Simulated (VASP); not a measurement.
Consider the following.

```
HfB2
1.0
    1.57070    -2.72052     0.00000
    1.57070     2.72052     0.00000
    0.00000     0.00000     3.49139
Hf B
1 2
Direct
  0.00000   0.00000   0.00000
  0.33333   0.66667   0.50000
  0.66667   0.33333   0.50000
```

Level of theory: PBE GGA, VASP's PBE PAW potentials (set 64) (plane waves; VASP 6.6.1). Run with 600 eV cut-off, 10×10×8 Γ-centred mesh, first-order Methfessel-Paxton smearing of 0.10 eV, potentials Hf_pv B.

Each relaxation starts from this cell; other phases were not tried.

Task: The cell is relaxed at 2 GPa. What happens?

Result: The volume per atom goes from 9.95 to 9.87 Å³ (-0.8 %), and the cell becomes a = 3.134 Å, b = 3.134 Å, c = 3.481 Å, α = 90.00°, β = 90.00°, γ = 120.00°, space group P6/mmm.

Task: The cell is relaxed at 20 GPa. What happens?

Result: The volume per atom goes from 9.95 to 9.28 Å³ (-6.7 %), and the cell becomes a = b = 3.075 Å, c = 3.400 Å, α = β = 90.00°, γ = 120.00°, space group P6/mmm.

Failed runs are left out, and for metals the shear rows, which the mesh's noise covers.

The compound is HfB2 in the AlB2 type structure.
